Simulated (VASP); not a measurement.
All values below come from LDA (Ceperley-Alder, Perdew-Zunger), VASP's LDA PAW potentials (set 64) (plane waves; VASP).

The input files of a VASP run:

INCAR:
```
NELM=100   # most electronic steps
ISMEAR=0   # Gaussian
LMAXMIX=6
ENCUT=300
EDIFF=1E-6   # SCF stop (eV)
LASPH=T
LREAL=F
SIGMA=0.136   # width (eV)
LWAVE=F
LCHARG=F
ALGO=Normal
SYSTEM=VPt
ISIF=2
PREC=Accurate
```

File KPOINTS:
```
Automatic mesh
0
Gamma
3 3 2
0 0 0
```

File POSCAR:
```
VPt
1
    2.6862700000     0.0000000000     0.0000000000
    0.0000000000     2.6862700000     0.0000000000
    0.0000000000     0.0000000000     3.8925800000
V Pt
1 1
Direct
  0.4717820000   0.4625640000   0.5083590000
  0.0282180000   0.0374360000  -0.0083590000
```

POTCAR, in this order: V_sv Pt (LDA.64 set). Program: vasp_std.

The resulting files:

OUTCAR:
```
 ion  position               nearest neighbor table
   1  0.472  0.463  0.508-   2 2.50   2 2.60   2 2.66   2 2.71   2 2.75   2 2.80   2 2.86   2 2.94
  LATTYP: Found a simple tetragonal cell.
 ALAT       =     2.6862700000
 C/A-ratio  =     1.4490650605
 Subroutine PRICEL returns:
 Original cell was already a primitive cell.
 Subroutine GETGRP returns: Found  1 space group operations
The static configuration has the point symmetry C_1 .
The dynamic configuration has the point symmetry C_1 .
 Subroutine INISYM returns: Found  1 space group operations
 Subroutine IBZKPT returns following result:
 Found     10 irreducible k-points:

 Following reciprocal coordinates:
            Coordinates               Weight
  0.000000  0.000000  0.000000      1.000000
  0.333333  0.000000  0.000000      2.000000
  0.000000  0.333333  0.000000      2.000000
  0.333333  0.333333  0.000000      2.000000
 -0.333333  0.333333  0.000000      2.000000
  0.000000  0.000000  0.500000      1.000000
  0.333333  0.000000  0.500000      2.000000
  0.000000  0.333333  0.500000      2.000000
  0.333333  0.333333  0.500000      2.000000
...
```

File OSZICAR:
```
       N       E                     dE             d eps       ncg     rms          rms(c)
DAV:   1     0.149578920862E+03    0.14958E+03   -0.10376E+04   331   0.106E+03
DAV:   2    -0.163478052789E+02   -0.16593E+03   -0.16420E+03   335   0.357E+02
DAV:   3    -0.208694653561E+02   -0.45217E+01   -0.44652E+01   328   0.620E+01
DAV:   4    -0.209159953209E+02   -0.46530E-01   -0.46522E-01   363   0.651E+00
DAV:   5    -0.209165777668E+02   -0.58245E-03   -0.58244E-03   349   0.727E-01    0.211E+01
DAV:   6    -0.193613909362E+02    0.15552E+01   -0.15542E+01   364   0.403E+01    0.815E+00
DAV:   7    -0.192673869342E+02    0.94004E-01   -0.18599E+01   357   0.327E+01    0.726E+00
DAV:   8    -0.187080443689E+02    0.55934E+00   -0.16272E+00   350   0.123E+01    0.215E+00
DAV:   9    -0.186650512088E+02    0.42993E-01   -0.62562E-01   378   0.572E+00    0.108E+00
DAV:  10    -0.186500538643E+02    0.14997E-01   -0.10389E-01   350   0.332E+00    0.160E-01
DAV:  11    -0.186500887915E+02   -0.34927E-04   -0.15059E-03   364   0.409E-01    0.567E-02
DAV:  12    -0.186500694169E+02    0.19375E-04   -0.91100E-05   377   0.938E-02    0.212E-02
DAV:  13    -0.186500631259E+02    0.62909E-05   -0.46336E-05   371   0.600E-02    0.362E-03
DAV:  14    -0.186500631233E+02    0.26016E-08   -0.76273E-07   157   0.918E-03
   1 F= -.18650063E+02 E0= -.18640812E+02  d E =-.185018E-01
```

OUTCAR:
```
------------------------ aborting loop because EDIFF is reached ----------------------------------------
  FORCE on cell =-STRESS in cart. coord.  units (eV):
  Direction    XX          YY          ZZ          XY          YZ          ZX
  --------------------------------------------------------------------------------------
  Total        0.0639780      0.1789392     -3.0214075      0.3912481     -0.4343084     -0.3499890
  in kB        3.6492555     10.2065534   -172.3387787     22.3164958    -24.7726183    -19.9631067
  external PRESSURE =     -52.8276566 kB  Pullay stress =       0.0000000 kB
  volume of cell :       28.09
      direct lattice vectors                 reciprocal lattice vectors
     2.686270000  0.000000000  0.000000000     0.372263399  0.000000000  0.000000000
     0.000000000  2.686270000  0.000000000     0.000000000  0.372263399  0.000000000
     0.000000000  0.000000000  3.892580000     0.000000000  0.000000000  0.256899023
 POSITION                                       TOTAL-FORCE (eV/Angst)
 -----------------------------------------------------------------------------------
      1.26733      1.24257      1.97883         0.951528      1.233290     -0.536715
      0.07580      0.10056      3.86004        -0.951528     -1.233290      0.536715
 -----------------------------------------------------------------------------------
    total drift:                                0.000630     -0.001634     -0.000262
  FREE ENERGIE OF THE ION-ELECTRON SYSTEM (eV)
  ---------------------------------------------------
  free  energy   TOTEN  =       -18.6500631233 eV

  energy  without entropy=      -18.6315613195  energy(sigma->0) =      -18.64081222
```
(Selected blocks of OUTCAR.)

At this cut-off the stress carries a Pulay error, which pulls relaxed volumes low.

The structure comes from a computed database's VPt entry; how it stands against other phases isn't given here. The cell was not relaxed at this level, atoms are displaced from their ideal sites. The k-mesh is coarse (spacing up to 0.81 per Å, 2π included), so the numbers may not be converged in it. The run is one of a series of settings (KPOINTS 3×3×2 Γ-centred mesh against the base run), some of them coarse on purpose. The run is not spin-polarised, so no magnetic state was tried. The electron count is odd and the run is not spin-polarised, which forces a metal.
